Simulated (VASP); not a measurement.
Data:

```
CELL_PARAMETERS angstrom
      1.81989    -3.15213     0.00000
      1.81989     3.15213     0.00000
      0.00000     0.00000     5.57130
ATOMIC_POSITIONS crystal
  Dy 0.33333 0.66667 0.25000
  Dy 0.66667 0.33333 0.74551
```

Computed with r2SCAN meta-GGA, VASP's PBE PAW potentials (set 64) (plane waves; VASP). Settings: 480 eV cut-off, 10×10×6 Γ-centred mesh, first-order Methfessel-Paxton smearing of 0.10 eV, potentials Dy_3.

The 4f electrons are frozen in the core of the lanthanide potential, so 4f levels, which can set the real gap, and their magnetism are missing.

**Question.** Estimate the energy per atom (σ→0), largest force, band gap (on the k-mesh) with the smallest direct gap where there is one.

**Answer.** 
The band gap (on the k-mesh) comes out as none (metal, semimetal or under 0.01 eV) and the energy per atom (σ→0) comes out as -31.977 eV/atom. The largest force is 0.117 eV/Å.

Only differences to runs with the same potentials and settings are physical.

The compound is Dy in the hcp structure. This cell was strained or had an atom moved on purpose.
